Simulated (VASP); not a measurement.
These are PBEsol GGA, VASP's PBE PAW potentials (set 64) (plane waves; VASP) values and carry that method's errors.

A VASP calculation is set up with these files.

KPOINTS:
```
Automatic mesh
0
Gamma
1 1 1
0 0 0
```

**INCAR**
```
# general
SYSTEM  = Se atom
PREC    = Normal
ENCUT   = 520   # plane-wave cut-off (eV)
LREAL   = .FALSE.   # projection in real space or not
LASPH   = .TRUE.   # aspherical one-centre terms
ISYM    = 0

# electronic loop
EDIFF   = 1E-6   # SCF stop (eV)
NELM    = 200   # most electronic steps
ALGO    = All   # all-band CG
LMAXMIX = 4   # l cut-off of mixed one-centre charges

# smearing
ISMEAR  = 0   # Gaussian
SIGMA   = 0.01

# functional
GGA     = PS

# spin
ISPIN   = 2
MAGMOM  = 2
NUPDOWN = 2

# output
LWAVE   = .FALSE.
LCHARG  = .FALSE.
LORBIT  = 10
```

File POSCAR:
```
Se atom
1
   12.0000000000     0.0000000000     0.0000000000
    0.0000000000    12.5000000000     0.0000000000
    0.0000000000     0.0000000000    13.0000000000
Se
1
Direct
  0.0000000000   0.0000000000   0.0000000000
```

POTCAR, in this order: Se (PBE.64 set). Program: vasp_gam. Read from the step before: WAVECAR.

Output of the run:

OSZICAR:
```
       N       E                     dE             d eps       ncg     rms           ort
SDA:   1    -0.756362601811E+00   -0.75636E+00    0.00000E+00     8   0.359E-02   0.000E+00
CGA:   2    -0.757552904214E+00   -0.11903E-02   -0.11899E-02     8   0.781E-03   0.318E-05
CGA:   3    -0.757878270758E+00   -0.32537E-03   -0.32353E-03     8   0.197E-02   0.874E-05
SDA:   4    -0.768281289095E+00   -0.10403E-01   -0.10532E-01     8   0.912E-01  -0.261E-03
CGA:   5    -0.785687841984E+00   -0.17407E-01   -0.21217E-01     8   0.185E-01   0.159E-01
CGA:   6    -0.809829965721E+00   -0.24142E-01   -0.24190E-01     8   0.101E+00  -0.222E-06
CGA:   7    -0.815404190029E+00   -0.55742E-02   -0.55750E-02     8   0.946E-01   0.522E-04
CGA:   8    -0.818519054762E+00   -0.31149E-02   -0.31086E-02     8   0.659E-01  -0.121E-03
CGA:   9    -0.823249636034E+00   -0.47306E-02   -0.60228E-02     8   0.476E-01  -0.523E-02
CGA:  10    -0.827832521363E+00   -0.45829E-02   -0.45901E-02     8   0.409E-01  -0.143E-04
CGA:  11    -0.832580012370E+00   -0.47475E-02   -0.47516E-02     8   0.354E-01   0.382E-04
CGA:  12    -0.836576053436E+00   -0.39960E-02   -0.40050E-02     8   0.275E-01   0.417E-04
CGA:  13    -0.839587948415E+00   -0.30119E-02   -0.30206E-02     8   0.204E-01   0.388E-04
CGA:  14    -0.841879370175E+00   -0.22914E-02   -0.22976E-02     8   0.161E-01   0.350E-04
CGA:  15    -0.843755093285E+00   -0.18757E-02   -0.18796E-02     8   0.132E-01   0.293E-04
CGA:  16    -0.845306643539E+00   -0.15516E-02   -0.15540E-02     8   0.107E-01   0.213E-04
CGA:  17    -0.846549685425E+00   -0.12430E-02   -0.12445E-02     8   0.838E-02   0.120E-04
CGA:  18    -0.847528154991E+00   -0.97847E-03   -0.97916E-03     8   0.655E-02   0.424E-05
CGA:  19    -0.848294277849E+00   -0.76612E-03   -0.76627E-03     8   0.511E-02  -0.931E-06
CGA:  20    -0.848896905978E+00   -0.60263E-03   -0.60250E-03     8   0.403E-02  -0.393E-05
CGA:  21    -0.849378622229E+00   -0.48172E-03   -0.48149E-03     8   0.323E-02  -0.564E-05
CGA:  22    -0.849766761125E+00   -0.38814E-03   -0.38789E-03     8   0.258E-02  -0.623E-05
CGA:  23    -0.850076892741E+00   -0.31013E-03   -0.30992E-03     8   0.205E-02  -0.555E-05
CGA:  24    -0.850323965168E+00   -0.24707E-03   -0.24694E-03     8   0.163E-02  -0.383E-05
CGA:  25    -0.850521927798E+00   -0.19796E-03   -0.19791E-03     8   0.130E-02  -0.152E-05
CGA:  26    -0.850679534144E+00   -0.15761E-03   -0.15762E-03     8   0.102E-02   0.750E-06
CGA:  27    -0.850803345446E+00   -0.12381E-03   -0.12386E-03     8   0.801E-03   0.219E-05
CGA:  28    -0.850901200084E+00   -0.97855E-04   -0.97904E-04     8   0.637E-03   0.250E-05
CGA:  29    -0.850980036550E+00   -0.78836E-04   -0.78867E-04     8   0.513E-03   0.186E-05
CGA:  30    -0.851043716859E+00   -0.63680E-04   -0.63690E-04     8   0.410E-03   0.715E-06
CGA:  31    -0.851094462602E+00   -0.50746E-04   -0.50740E-04     8   0.325E-03  -0.375E-06
CGA:  32    -0.851134689267E+00   -0.40227E-04   -0.40215E-04     8   0.259E-03  -0.984E-06
CGA:  33    -0.851166764903E+00   -0.32076E-04   -0.32065E-04     8   0.207E-03  -0.102E-05
CGA:  34    -0.851192297872E+00   -0.25533E-04   -0.25527E-04     8   0.164E-03  -0.662E-06
CGA:  35    -0.851212405013E+00   -0.20107E-04   -0.20105E-04     8   0.128E-03  -0.214E-06
CGA:  36    -0.851228261494E+00   -0.15856E-04   -0.15857E-04     8   0.102E-03   0.628E-07
CGA:  37    -0.851241049146E+00   -0.12788E-04   -0.12788E-04     8   0.834E-04   0.944E-07
CGA:  38    -0.851251549544E+00   -0.10500E-04   -0.10500E-04     8   0.682E-04  -0.322E-07
CGA:  39    -0.851260077007E+00   -0.85275E-05   -0.85268E-05     8   0.547E-04  -0.157E-06
CGA:  40    -0.851266842174E+00   -0.67652E-05   -0.67645E-05     8   0.433E-04  -0.150E-06
CGA:  41    -0.851272187629E+00   -0.53455E-05   -0.53456E-05     8   0.345E-04   0.226E-08
CGA:  42    -0.851276452822E+00   -0.42652E-05   -0.42663E-05     8   0.275E-04   0.211E-06
CGA:  43    -0.851279859282E+00   -0.34065E-05   -0.34083E-05     8   0.218E-04   0.359E-06
CGA:  44    -0.851282584203E+00   -0.27249E-05   -0.27266E-05     8   0.175E-04   0.370E-06
SDA:  45    -0.851284814604E+00   -0.22304E-05   -0.22310E-05     8   0.144E-04   0.245E-06
CGA:  46    -0.851292316074E+00   -0.75015E-05   -0.74581E-05     8   0.340E-05   0.311E-06
CGA:  47    -0.851293693892E+00   -0.13778E-05   -0.13620E-05     8   0.774E-06   0.712E-07
CGA:  48    -0.851294138099E+00   -0.44421E-06   -0.47817E-06     8   0.477E-06  -0.799E-07
   1 F= -.85129414E+00 E0= -.85129414E+00  d E =-.129317E-21  mag=     2.0000
```

OUTCAR:
```
------------------------ aborting loop because EDIFF is reached ----------------------------------------
  FORCE on cell =-STRESS in cart. coord.  units (eV):
  Direction    XX          YY          ZZ          XY          YZ          ZX
  --------------------------------------------------------------------------------------
  Total       -0.0001471      0.0003403     -0.0012600     -0.0001406     -0.0000319     -0.0020860
  in kB       -0.0001208      0.0002796     -0.0010352     -0.0001155     -0.0000262     -0.0017139
  external PRESSURE =      -0.0002922 kB  Pullay stress =       0.0000000 kB
  volume of cell :     1950.00
      direct lattice vectors                 reciprocal lattice vectors
    12.000000000  0.000000000  0.000000000     0.083333333  0.000000000  0.000000000
     0.000000000 12.500000000  0.000000000     0.000000000  0.080000000  0.000000000
     0.000000000  0.000000000 13.000000000     0.000000000  0.000000000  0.076923077
 POSITION                                       TOTAL-FORCE (eV/Angst)
 -----------------------------------------------------------------------------------
      0.00000      0.00000      0.00000        -0.000000     -0.000000     -0.000000
 -----------------------------------------------------------------------------------
    total drift:                               -0.000000     -0.000000     -0.000000
  FREE ENERGIE OF THE ION-ELECTRON SYSTEM (eV)
  ---------------------------------------------------
  free  energy   TOTEN  =        -0.8512941381 eV

  energy  without entropy=       -0.8512941381  energy(sigma->0) =       -0.85129414

 total charge

# of ion       s       p       d       tot
------------------------------------------
    1        1.506   2.089   0.001   3.596

 magnetization (x)

# of ion       s       p       d       tot
------------------------------------------
    1        0.017   1.087   0.001   1.104
```
(Selected blocks of OUTCAR.)

The atom may not be in its lowest state.

The cell is a free atom in a box.
